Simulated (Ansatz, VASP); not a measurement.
# PbSeS: VASP beside Ansatz

One calculation is typed for both programs; each brings its own data sets. How far apart do they land? The cell is invented: As first built, before any earlier steps moved the atoms (in the runner's words): it takes the HfSeS structure with some of its atoms replaced by other elements, volume scaled by an estimate. It may not be a known or stable phase. The cell is taken from a series of VASP runs on this material, whose earlier steps may have relaxed, scaled or displaced it; both programs get it as it stands. Valence electrons are named where the data sets of a main pair hold unlike numbers.

Main program and level: Ansatz 0.2.0; plane waves, with VASP 6.6.1 beside it; band structure at LDA, band structure at r2SCAN and band structure at r2SCAN, spin-orbit coupling.

## Step 1: The structure

Symmetry: P3m1, No. 156, trigonal system. Conventional cell: a = 3.951 Å, b = 3.951 Å, c = 6.761 Å, α = 90.00°, β = 90.00°, γ = 120.00°. Pb has 3 S at 2.74 Å and 3 Se at 2.83 Å nearest. Se has 3 Pb at 2.83 Å nearest. Nearest to S lie 3 Pb at 2.74 Å. As first built, before any earlier steps moved the atoms (in the runner's words): sites of the HfSeS structure (space group 156) filled with other elements, volume scaled by an estimate. Farther neighbours and most contacts between anions are not listed.

## Step 2: Ansatz: band structure, LDA

Ansatz runs on its default PAW (the set named soft_2) files.

Levels along a path test the potential and the projectors away from the mesh points.

File input.yaml:

```yaml
crystal:
  lattice:
    - [3.9512913364, 0.0, 0.0]
    - [-1.9756456682, 3.4219191472, 0.0]
    - [0.0, 0.0, 6.7611974004]
  atoms:
    - { symbol: Pb, position: [0.0, 0.0, 0.9923275884] }
    - { symbol: Se, position: [0.33333333, 0.66666667, 0.2402559236] }
    - { symbol: S, position: [0.66666667, 0.33333333, 0.767416488] }
hamiltonian:
  xc: lda
  pseudopotentials: { kind: paw }
kpoints:
  mp_grid: { grid: [4, 4, 2] }
  band_path:
    path:
      - [0.0, 0.0, 0.0]
      - [0.13333, 0.0, 0.0]
      - [0.3, 0.0, 0.0]
      - [0.46667, 0.0, 0.0]
      - [0.46667, 0.06667, 0.0]
      - [0.41111, 0.17778, 0.0]
      - [0.35556, 0.28889, 0.0]
      - [0.28889, 0.28889, 0.0]
      - [0.17778, 0.17778, 0.0]
      - [0.06667, 0.06667, 0.0]
      - [0.0, 0.0, 0.03333]
      - [0.0, 0.0, 0.2]
      - [0.0, 0.0, 0.36667]
      - [0.0, 0.0, 0.5]
      - [0.16667, 0.0, 0.5]
      - [0.3, 0.0, 0.5]
      - [0.46667, 0.0, 0.5]
      - [0.46667, 0.06667, 0.5]
      - [0.41111, 0.17778, 0.5]
      - [0.35556, 0.28889, 0.5]
      - [0.28889, 0.28889, 0.5]
      - [0.17778, 0.17778, 0.5]
      - [0.06667, 0.06667, 0.5]
      - [0.5, 0.0, 0.46667]
      - [0.5, 0.0, 0.4]
      - [0.5, 0.0, 0.3]
      - [0.5, 0.0, 0.13333]
      - [0.33333, 0.33333, 0.0]
      - [0.33333, 0.33333, 0.16667]
      - [0.33333, 0.33333, 0.33333]
      - [0.33333, 0.33333, 0.5]
    npoints: 1
scf:
  occupations: { method: gaussian, width: 0.02 }
  n_extra_bands: 7
output:
  forces: true
  stress: true
  eigenvalues: true
```

Run with:

```bash
ansatz run input.yaml --threads 2 --pin off --max-ram 4608MiB --backend cpu --events-out ev --progress --plain --runs-dir out
```

Numbers of over 12 decimals in the logs are rounded to 6 here.

The program printed:

```text
scf.n_extra_bands = 7 over 18 filled bands (N_el = 36.0): the run solves 25 bands
Engine: ansatz 0.2.0, aarch64-unknown-linux-gnu
Pseudopotentials: kind: paw
Pseudopotential: Pb, paw, valence charge 14, recommended cutoff 420 eV (normal), Pb.paw.azcp
Pseudopotential: Se, paw, valence charge 16, recommended cutoff 420 eV (normal), Se.paw.azcp
Pseudopotential: S, paw, valence charge 6, recommended cutoff 420 eV (normal), S.paw.azcp
Functional definition: SPW92
  exchange = slater_x
  correlation = pw_c
Crystal: 3 atoms, lattice volume = 91.418 Å³
Basis set: ecut = 420 eV, 1811 PW (Γ)
Bands: 25, of which v1, the nominal top of the filled ones, is band 18 counted from 1 (17 counted from 0)
Symmetry: 6 space group operations
Space group: P3m1 (ITA 156), of the structure as read, at distance tolerance 4.5e-5 Å
k-points: 8 of 32 (time reversal used)
Non-local potential: Pb, projectors of the file, l = 0: 2, l = 1: 2, l = 2: 2, l = 3: 2
Non-local potential: Se, projectors of the file, l = 0: 2, l = 1: 2, l = 2: 3, l = 3: 1
Non-local potential: S, projectors of the file, l = 0: 2, l = 1: 2, l = 2: 2
PAW form: soft (Blöchl's): semilocal exchange-correlation on the pseudo side does not see the compensation charge
PAW frozen core: Pb, regenerated for the run's functional, and the local potential with it (the file was generated under x = pbe(κ = 0.804, μ = 0.219515), c = pbe(β = 0.066725))
PAW frozen core: Se, regenerated for the run's functional, and the local potential with it (the file was generated under x = pbe(κ = 0.804, μ = 0.219515), c = pbe(β = 0.066725))
PAW frozen core: S, regenerated for the run's functional, and the local potential with it (the file was generated under x = pbe(κ = 0.804, μ = 0.219515), c = pbe(β = 0.066725))
PAW one-centre angular grid: Pb, 590 points (default); XC on 64 Gauss nodes
PAW one-centre angular grid: Se, 590 points (default); XC on 64 Gauss nodes
PAW one-centre angular grid: S, 110 points (default); XC on 64 Gauss nodes
Initial density: superposition of atomic densities (neutral atoms: chi_scale 0, normalization atom), corrected by the library's trained network
Initial wavefunctions: pseudopotential atomic-orbital guess
Functional: x = slater, c = lda
SCF iter   1: F=—  HF=-17854.834424 eV  |F-HF|=—  |Δ(HF+E_count)|=         —  Δρ=6.58e-3  dr2=1.05e-1  ethr=1.77e-3  ⟨swp⟩=6.9  Hψ=1032  notcnv=0
preconditioner: auto → Resta (q_TF=auto, 2.336 Å⁻¹)  ε∞=2.8  [insulator: Δε(μ)=0.174 eV  Ē_g=14.905 eV  σ=0.020 eV  W_gap=1.00  n_scr=22 (ndim 8)  ℏωp=19.8 eV  f_vac=0.148  D(μ)=0.00/eV (n_scr^D=0)  ε∞_Penn≈2.8]
SCF iter   2: F=—  HF=-17854.817813 eV  |F-HF|=—  |Δ(HF+E_count)|=   1.66e-2  Δρ=3.58e-3  dr2=2.62e-2  ethr=2.92e-4  ⟨swp⟩=2.4  Hψ=301  notcnv=0  defer=22
preconditioner: auto → LDOS  [insulator: Δε(μ)=0.036 eV  Ē_g=14.930 eV  σ=0.020 eV  W_gap=0.79  n_scr=22 (ndim 8)  ℏωp=19.8 eV  f_vac=0.145  D(μ)=3.85/eV (n_scr^D=34)  ε∞_Penn≈2.8  β→1.0]
SCF iter   3: F=—  HF=-17854.813555 eV  |F-HF|=—  |Δ(HF+E_count)|=   4.26e-3  Δρ=8.61e-4  dr2=8.48e-4  ethr=7.29e-5  ⟨swp⟩=2.5  Hψ=281  notcnv=0  defer=22
SCF iter   4: F=—  HF=-17854.813444 eV  |F-HF|=—  |Δ(HF+E_count)|=   1.11e-4  Δρ=2.05e-4  dr2=4.55e-5  ethr=2.36e-6  ⟨swp⟩=2.2  Hψ=308  notcnv=0  defer=22
SCF iter   5: F=—  HF=-17854.813433 eV  |F-HF|=—  |Δ(HF+E_count)|=   1.11e-5  Δρ=6.80e-5  dr2=6.06e-6  ethr=1.26e-7  ⟨swp⟩=2.0  Hψ=322  notcnv=0  defer=22
SCF iter   6: F=—  HF=-17854.813431 eV  |F-HF|=—  |Δ(HF+E_count)|=   1.85e-6  Δρ=1.34e-5  dr2=2.90e-7  ethr=1.68e-8  ⟨swp⟩=2.1  Hψ=320  notcnv=0  defer=22
SCF iter   7: F=-17854.813431 eV  HF=-17854.813431 eV  |F-HF|=2.11e-8  |Δ(HF+E_count)|=   2.39e-8  Δρ=3.83e-6  dr2=2.50e-8  ethr=2.78e-10  ⟨swp⟩=9.5  Hψ=1026  notcnv=0
SCF 1 converged in 7 iterations: F = -17854.813431 eV  dr2 = 2.50e-8
  greatest PAW one-centre occupation: 1.000 electrons in one spin orbital (limit 2), on the Se atom at site 1 (counted from 0), in its partial waves of l = 2
NSCF: frozen V_eff on 31 k-points
SCF converged after 7 iterations
Free energy (F): -17854.813431 eV
Harris-Foulkes:  -17854.813431 eV  (|F-HF|=2.11e-8)
Internal energy: -17854.813398 eV  (E = F + TS)
E sigma→0 (E₀):  -17854.813414 eV
Entropy (-TS):   -0.000033 eV (-0.011 meV/atom)
Fermi energy:    4.927322 eV
--- Per-component energies (eV) ---
  E_band       = -533.189615
  E_kinetic    = 513.686122
  E_local      = -4802.794994  (includes V_loc(G=0)·N_el)
  E_nonlocal   = -203.318398
  E_hartree    = 2205.918672
  E_xc         = -414.691914
  E_vxc        = -314.559509  (∫ρ·V_xc dr)
  E_paw        = -12504.139158  (= ΣΔE_a)
  E_vpaw       = -138.044140  (= ΣTr[D̂ρ^β])
  E_aug_tail   = -0.000526  (compensation charges beyond the density's cutoff)
  E_ewald      = -2651.766049
  E_core_change = 2.292846  (= ΣΔE_core)
  E_smearing   = -0.000033  (= −TS)
  E_closure    = 0.000000  (closes the sum)
  Σ components = -17854.813431   (vs F -17854.813431, Δ=0.00e0)
--- Forces (eV/Å), atoms counted from 1 ---
  atom   1  Pb     0.00000000     0.00000000     0.09064807
  atom   2  Se    -0.00000000     0.00000000    -0.39332987
  atom   3  S     -0.00000000    -0.00000000     0.30266074
  max |Σ_I F_I| component: 2.11e-5 eV/Å
--- Stress (GPa, compression-positive) ---
       -3.334496      -0.000000       0.000000
        0.000000      -3.334496       0.000000
        0.000000       0.000000      -3.737179
  P = ⅓ Tr σ = -3.4687 GPa (-34.687 kbar)
--- Band table (eV; the first three rows and the last of 8) ---
  k-point 0: bands = [... 14 lower, 4.0569, 4.4067, 4.8457, 4.8457, 4.9789, 7.8285, 9.5663, 9.5663, ... 3 higher]
  k-point 1: bands = [... 14 lower, 4.0368, 4.0368, 4.8884, 4.8884, 5.9600, 7.7494, 9.4661, 9.4661, ... 3 higher]
  k-point 2: bands = [... 14 lower, 3.0555, 3.2783, 4.4798, 4.7765, 5.8894, 8.5542, 10.1160, 10.2106, ... 3 higher]
  k-point 7: bands = [... 14 lower, 1.8350, 2.6145, 4.1444, 4.4666, 5.9917, 9.3663, 9.9163, 10.6969, ... 3 higher]
```

Elapsed: 5.1 s, on 2 threads of Arm Neoverse N1, shared host; peak memory 0.32 GiB; 9.5 s of CPU time.

In the SCF lines HF is the Harris–Foulkes energy and dr2 the Hartree energy of the density residual, in eV; the loop may stop once dr2 is under the threshold and the program's other checks hold. Hψ counts applications of the Hamiltonian.

## Step 3: VASP: band structure, LDA

The same cell, functional (in two slightly different forms), mesh and smearing now go to VASP, with its own data sets.

Lines of VASP's logs that name or quote its potential files are left out, and so is its time.

File INCAR:

```
SYSTEM = PbSeS
PREC = Accurate
ENCUT = 400
EDIFF = 1E-06
NELM = 100
ISMEAR = 0
SIGMA = 0.02
LREAL = .FALSE.
ALGO = Normal
GGA = CA
NBANDS = 26
LORBIT = 11
LWAVE = .FALSE.
LCHARG = .FALSE.
KPAR = 4
```

File POSCAR:

```
PbSeS
1.0
    3.9512913364      0.0000000000      0.0000000000
   -1.9756456682      3.4219191472      0.0000000000
    0.0000000000      0.0000000000      6.7611974004
Pb Se S
1 1 1
Direct
    0.0000000000      0.0000000000      0.9923275884
    0.3333333300      0.6666666700      0.2402559236
    0.6666666700      0.3333333300      0.7674164880
```

File KPOINTS:

```
Automatic mesh
0
Gamma
4 4 2
0 0 0
```

File KPOINTS_OPT:

```
Line mode
16
Line-mode
Reciprocal
  0.00000000   0.00000000   0.00000000 GAMMA
  0.50000000   0.00000000   0.00000000 M

  0.50000000   0.00000000   0.00000000 M
  0.33333333   0.33333333   0.00000000 K

  0.33333333   0.33333333   0.00000000 K
  0.00000000   0.00000000   0.00000000 GAMMA

  0.00000000   0.00000000   0.00000000 GAMMA
  0.00000000   0.00000000   0.50000000 A

  0.00000000   0.00000000   0.50000000 A
  0.50000000   0.00000000   0.50000000 L

  0.50000000   0.00000000   0.50000000 L
  0.33333333   0.33333333   0.50000000 H

  0.33333333   0.33333333   0.50000000 H
  0.00000000   0.00000000   0.50000000 A

  0.50000000   0.00000000   0.50000000 L
  0.50000000   0.00000000   0.00000000 M

  0.33333333   0.33333333   0.00000000 K
  0.33333333   0.33333333   0.50000000 H
```

Potentials, in the order of the species: Pb_d, Se and S (PBE family, release 64).

Run with:

```bash
mpirun -np 4 vasp_std
```

The program printed:

```text
[banner, memory and clock lines left out]
running    4 mpi-ranks, on    1 nodes
 distrk:  each k-point on    1 cores,    4 groups
 distr:  one band on    1 cores,    1 groups

 POSCAR found type information on POSCAR PbSeS
 POSCAR found :  3 types and       3 ions
|                                                                             |
|               ----> ADVICE to this user running VASP <----                  |
|                                                                             |
|     You enforced a specific xc type in the INCAR file but a different       |
|     [... a line on the potential file left out ...]
|     I HOPE YOU KNOW WHAT YOU ARE DOING!                                     |
|                                                                             |

 LDA part: xc-table for (Slater(with rela. corr.)+CA(PZ))
 , standard interpolation
 POSCAR, INCAR and KPOINTS ok, starting setup
 FFT: planning ... GRIDC
 FFT: planning ... GRID_SOFT
 FFT: planning ... GRID
 WAVECAR not read
 entering main loop
       N       E                     dE             d eps       ncg     rms          rms(c)
DAV:   1     0.202113651906E+03    0.20211E+03   -0.95909E+03   416   0.760E+02
DAV:   2     0.533899511020E+01   -0.19677E+03   -0.18433E+03   474   0.233E+02
DAV:   3    -0.126805116084E+02   -0.18020E+02   -0.17737E+02   528   0.804E+01
DAV:   4    -0.132502698260E+02   -0.56976E+00   -0.56909E+00   526   0.164E+01
DAV:   5    -0.132742158443E+02   -0.23946E-01   -0.23943E-01   592   0.323E+00    0.456E+00
DAV:   6    -0.128785696357E+02    0.39565E+00   -0.83970E-01   626   0.939E+00    0.304E+00
DAV:   7    -0.128553664749E+02    0.23203E-01   -0.16785E-01   552   0.225E+00    0.132E+00
DAV:   8    -0.128518481459E+02    0.35183E-02   -0.20296E-02   516   0.747E-01    0.340E-01
DAV:   9    -0.128515614849E+02    0.28666E-03   -0.16841E-03   512   0.249E-01    0.105E-01
DAV:  10    -0.128515366067E+02    0.24878E-04   -0.23496E-04   480   0.796E-02    0.523E-02
DAV:  11    -0.128515402402E+02   -0.36335E-05   -0.50099E-05   552   0.293E-02    0.260E-02
DAV:  12    -0.128515422597E+02   -0.20195E-05   -0.74791E-06   512   0.137E-02    0.704E-03
DAV:  13    -0.128515424467E+02   -0.18702E-06   -0.11690E-06   350   0.579E-03
   1 F= -.12851542E+02 E0= -.12851538E+02  d E =-.895294E-05
 Start KPOINTS_OPT (optional k-point list driver)
k-point batch [1-8\144]
       N       E                     dE             ncg
DAV:   1     0.357629808392E+03   -0.63990E+03      416
DAV:   2    -0.124097593134E+04   -0.15986E+04      456
DAV:   3    -0.140726026796E+04   -0.16628E+03      512
DAV:   4    -0.141322562581E+04   -0.59654E+01      518
DAV:   5    -0.141344224451E+04   -0.21662E+00      628
DAV:   6    -0.141344736167E+04   -0.51172E-02      550
DAV:   7    -0.141344744966E+04   -0.87995E-04      612
DAV:   8    -0.141344745420E+04   -0.45426E-05      434
DAV:   9    -0.141344745467E+04   -0.46198E-06      390
[...]
k-point batch [137-144\144]
       N       E                     dE             ncg
DAV:   1     0.192974649147E+03   -0.63473E+04      416
DAV:   2    -0.136448523443E+04   -0.15575E+04      466
DAV:   3    -0.150503882277E+04   -0.14055E+03      530
DAV:   4    -0.150932730739E+04   -0.42885E+01      480
DAV:   5    -0.150950460924E+04   -0.17730E+00      616
DAV:   6    -0.150951095589E+04   -0.63467E-02      552
DAV:   7    -0.150951112479E+04   -0.16890E-03      640
DAV:   8    -0.150951112587E+04   -0.10852E-05      408
DAV:   9    -0.150951112596E+04   -0.93060E-07      408
```

OUTCAR, selected parts (step 3):

```text
ion  position               nearest neighbor table
   1  0.000  0.000  0.992-   3 2.74   3 2.74   3 2.74   2 2.83   2 2.83   2 2.83
   2  0.333  0.667  0.240-   1 2.83   1 2.83   1 2.83
   3  0.667  0.333  0.767-   1 2.74   1 2.74   1 2.74

  LATTYP: Found a hexagonal cell.
 ALAT       =     3.9512913364
 C/A-ratio  =     1.7111361387

 Subroutine GETGRP returns: Found  6 space group operations
 (whereof  6 operations were pure point group operations)

The static configuration has the point symmetry C_3v.

 Found      8 irreducible k-points:

   k-points           NKPTS =      8   k-points in BZ     NKDIM =      8   number of bands    NBANDS=     26

   dimension x,y,z NGX =    28 NGY =   28 NGZ =   48
   dimension x,y,z NGXF=    56 NGYF=   56 NGZF=   96

   ENCUT  =  400.0 eV  29.40 Ry    5.42 a.u.   6.44  6.44 11.03*2*pi/ulx,y,z

   NELECT =      26.0000    total number of electrons

 k-points in reciprocal lattice and weights: Automatic mesh
   0.00000000  0.00000000  0.00000000       0.031
   0.25000000 -0.00000000  0.00000000       0.188
   0.50000000 -0.00000000  0.00000000       0.094
   0.25000000  0.25000000  0.00000000       0.188
   0.00000000  0.00000000  0.50000000       0.031
   0.25000000 -0.00000000  0.50000000       0.188
   0.50000000 -0.00000000  0.50000000       0.094
   0.25000000  0.25000000  0.50000000       0.188

 average (electrostatic) potential at core
       1 -94.3992       2 -54.8115       3 -88.3571

 E-fermi :   2.2190

 k-point     1 :       0.0000    0.0000    0.0000
  band No.  band energies     occupation
    ...
      9       1.3370      2.00000
     10       1.3370      2.00000
     11       1.6888      2.00000
     12       2.1311      2.00000
     13       2.1311      2.00000
     14       2.2827      0.00001
     15       5.1152      0.00000
     16       6.8573      0.00000
     17       6.8573      0.00000
     18       9.4693      0.00000
    ...

 k-point     2 :       0.2500   -0.0000    0.0000
  band No.  band energies     occupation
    ...
      9      -0.6886      2.00000
     10       0.3334      2.00000
     11       0.5554      2.00000
     12       1.7616      2.00000
     13       2.0610      2.00000
     14       3.1916      0.00000
     15       5.8435      0.00000
     16       7.4105      0.00000
     17       7.5059      0.00000
     18       9.1067      0.00000
    ...

 k-point     3 :       0.5000   -0.0000    0.0000
  band No.  band energies     occupation
    ...
      9      -1.6498      2.00000
     10      -0.1261      2.00000
     11      -0.0117      2.00000
     12       1.3494      2.00000
     13       1.9268      2.00000
     14       2.5839      0.00000
     15       5.9116      0.00000
     16       7.6212      0.00000
     17       8.0852      0.00000
     18       8.3556      0.00000
    ...

  Total       -1.8277633     -1.8277638     -2.0633701      0.0000000      0.0000000      0.0000000
  in kB      -32.0330370    -32.0330459    -36.1622385      0.0000000      0.0000000      0.0000000
  external PRESSURE =     -33.4094405 kB  Pullay stress =       0.0000000 kB

  energy-cutoff  :      400.00
  volume of cell :       91.42
      direct lattice vectors                 reciprocal lattice vectors
     3.951291336  0.000000000  0.000000000     0.253081819  0.146116836  0.000000000
    -1.975645668  3.421919147  0.000000000     0.000000000  0.292233673  0.000000000
     0.000000000  0.000000000  6.761197400     0.000000000  0.000000000  0.147902796

 POSITION                                       TOTAL-FORCE (eV/Angst)
 -----------------------------------------------------------------------------------
      0.00000      0.00000      6.70932         0.000000     -0.000000      0.079656
     -0.00000      2.28128      1.62442         0.000000      0.000000     -0.361270
      1.97565      1.14064      5.18865        -0.000000      0.000000      0.281613
 -----------------------------------------------------------------------------------
    total drift:                               -0.000003      0.000003      0.000316

  FREE ENERGIE OF THE ION-ELECTRON SYSTEM (eV)
  ---------------------------------------------------
  free  energy   TOTEN  =       -12.8515424467 eV

  energy  without entropy=      -12.8515334938  energy(sigma->0) =      -12.85153797

 total charge
# of ion       s       p       d       tot
------------------------------------------
    1        1.205   0.772   9.891  11.869
    2        1.494   2.246   0.019   3.759
    3        1.362   2.234   0.000   3.596
--------------------------------------------------
tot          4.061   5.252   9.910  19.223

[... 3 further parts left out ...]
```

Spin-orbit coupling is off here; with elements this heavy it splits and shifts levels by tenths of an eV or more. The PAW data sets were made with PBE, though LDA sets exist; pressures can shift by 1 GPa and more with it. At this level the cell is under a tension of 3.3 GPa, so at these settings it is away from equilibrium.

(Continued in part 2 of 3.)

[Lines on the potential files, build, host, timing and source positions are cut from VASP's logs without a mark.]

[Logs are printed without paths, hosts, clocks, repeated set-up lines and the standing remarks that a program may print on its own settings, such as how far it seeks lower states.]

[Hosts, paths, dates, database ids (printed as entryN), source tags and the programs' standing remarks are cut or masked in the printed files.]
